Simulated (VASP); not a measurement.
A convergence study with VASP on Cu$_{3}$Au (space group Pm-3m): one setting is varied, all else stays as given below, so the limit is that of these other settings.

```xyz
4
Lattice="3.7687 0.0000 0.0000 0.0000 3.7687 0.0000 0.0000 0.0000 3.7687" Properties=species:S:1:pos:R:3 pbc="T T T"
Cu     0.0000     1.8844     1.8844
Cu     1.8844     0.0000     1.8844
Cu     1.8844     1.8844     0.0000
Au     0.0000     0.0000     0.0000
```

Calculation: PBE GGA, VASP's PBE PAW potentials (set 64) (plane waves; VASP). The tightest run used: 450 eV cut-off, 9×9×9 Γ-centred mesh, Fermi-Dirac smearing of 0.10 eV, potentials Cu Au.

Task: The settings run are ENCUT = 150; ENCUT = 180; ENCUT = 210; ENCUT = 255; ENCUT = 300; ENCUT = 360; ENCUT = 450. From which on does the highest Γ mode stay within 5 cm⁻¹ of the tightest run?

Result: From ENCUT = 255 on: it is off by 0.4 there and by no more than 5 in any finer run, while ENCUT = 210 is off by 6.2.
```json
[
 {"setting": "ENCUT = 150", "highest Γ mode (cm⁻¹)": "887.0", "plane waves": "251", "difference judged (cm⁻¹)": "677.6"},
 {"setting": "ENCUT = 180", "highest Γ mode (cm⁻¹)": "136.2", "plane waves": "298", "difference judged (cm⁻¹)": "73.1"},
 {"setting": "ENCUT = 210", "highest Γ mode (cm⁻¹)": "215.6", "plane waves": "380", "difference judged (cm⁻¹)": "6.2"},
 {"setting": "ENCUT = 255", "highest Γ mode (cm⁻¹)": "209.8", "plane waves": "509", "difference judged (cm⁻¹)": "0.4"},
 {"setting": "ENCUT = 300", "highest Γ mode (cm⁻¹)": "208.2", "plane waves": "651", "difference judged (cm⁻¹)": "1.1"},
 {"setting": "ENCUT = 360", "highest Γ mode (cm⁻¹)": "207.9", "plane waves": "849", "difference judged (cm⁻¹)": "1.4"},
 {"setting": "ENCUT = 450", "highest Γ mode (cm⁻¹)": "209.3", "plane waves": "1189", "difference judged (cm⁻¹)": "0.0"}
]
```

Left out are rungs that failed or repeat a setting and relaxations that didn't move; long series are thinned to 24 rows.

The structure is a typed Cu3Au crystal (space group no. 221). The cell was not relaxed at this level.
